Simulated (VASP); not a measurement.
**Nb2SiO2: relaxation of cell and atoms with PBE**

Crystal: Nb2SiO2.

```xyz
5
Lattice="3.4250 0.0000 0.0000 -1.7125 2.9661 0.0000 0.0000 0.0000 5.9171" Properties=species:S:1:pos:R:3 pbc="T T T"
Nb    1.7125    0.9887    4.2615
Nb    0.0000    1.9774    1.6556
Si    0.0000    0.0000    0.0000
O     0.0000    1.9774    3.7080
O     1.7125    0.9887    2.2090
```

The cell was built by a generator and needn't be a form met in nature.

```json
{"Program": "VASP 6.6.1", "Task": "relaxation of cell and atoms", "Functional": "PBE", "Potentials or basis": "VASP PAW PBE potentials, release 64 (Nb_sv, Si, O)", "Cutoff": "520 eV", "k mesh": "5 × 5 × 3", "Occupations": "gaussian, width 0.15 eV", "Spin": "no spin polarisation", "Further INCAR settings": "PREC = Normal; ALGO = Fast; EDIFF = 0.0001; IBRION = 2; EDIFFG = -0.08; NSW = 24; ISIF = 3"}
```

| Item | Value |
| --- | --- |
| Relaxed volume | 13.24 Å³/atom |
| Relaxed cell | a = 3.483 Å, b = 3.483 Å, c = 6.303 Å, α = 90.00°, β = 90.00°, γ = 120.00° |
| Space group after relaxing (to 0.05 Å) | P-3m1 (No. 164) |
| Energy gained by relaxing | 145.3 meV/atom |
| Ionic steps | 10 |
| Pressure after relaxing | -0.3 GPa |
| Largest force after relaxing | 0.051 eV/Å |
| Band gap on the k mesh | none (metal or under the smearing width) |

Forces on the atoms (eV/Å):
```
Nb   0.000  0.000 -0.051
Nb   0.000  0.000  0.051
Si   0.000  0.000  0.000
O    0.000  0.000 -0.019
O    0.000  0.000  0.019
```

Stress tensor (GPa, compression positive):
```
-0.56  0.00  0.00
 0.00 -0.56  0.00
 0.00  0.00  0.31
```

The path:
| step | energy change (eV) | largest force (eV/Å) | pressure (GPa) | volume (Å³) |
| --- | --- | --- | --- | --- |
| 1 | 0.0000 | 2.0394 | 27.41 | 60.11 |
| 2 | 0.6148 | 0.8887 | -25.94 | 79.82 |
| 3 | -0.6329 | 0.6088 | -2.75 | 67.47 |
| 4 | -0.6352 | 0.6131 | -1.49 | 67.07 |
| 5 | -0.6352 | 0.6223 | -1.07 | 66.92 |
| 6 | -0.6999 | 0.3727 | -0.55 | 66.52 |
| 7 | -0.7230 | 0.1379 | -0.26 | 66.20 |
| 8 | -0.7252 | 0.1539 | -0.17 | 66.08 |
| 9 | -0.7253 | 0.0891 | 0.12 | 66.10 |
| 10 | -0.7267 | 0.0508 | -0.27 | 66.21 |

Final structure:
```
Nb Si O
1.0
     3.48260    0.00000    0.00000
    -1.74130    3.01602    0.00000
     0.00000    0.00000    6.30314
Nb Si O
2 1 2
Direct
  0.66667 0.33333 0.73369
  0.33333 0.66667 0.26631
  0.00000 0.00000 0.00000
  0.33333 0.66667 0.61634
  0.66667 0.33333 0.38366
```

Levels at points of the mesh, in eV from the Fermi level:
| k point | band 17 | band 18 | band 19 | band 20 | band 21 | band 22 | band 23 | band 24 | band 25 |
| --- | --- | --- | --- | --- | --- | --- | --- | --- | --- |
| (0.00, 0.00, 0.00) | -5.67 | -1.49 | -0.60 | -0.60 | -0.10 | -0.10 | 0.25 | 1.24 | 1.24 |

Wall time 110 s on 1 thread of Intel(R) Xeon(R) Platinum 8259CL CPU @ 2.50GHz (Skylake/Cascade Lake), with other jobs on the host, peak memory 0.15 GiB.

Caveat: the k mesh is coarse (spacing up to 0.42 Å⁻¹), so the values aren't converged; the relaxation stopped at a loose force limit of 0.08 eV/Å, so its end isn't a converged minimum.
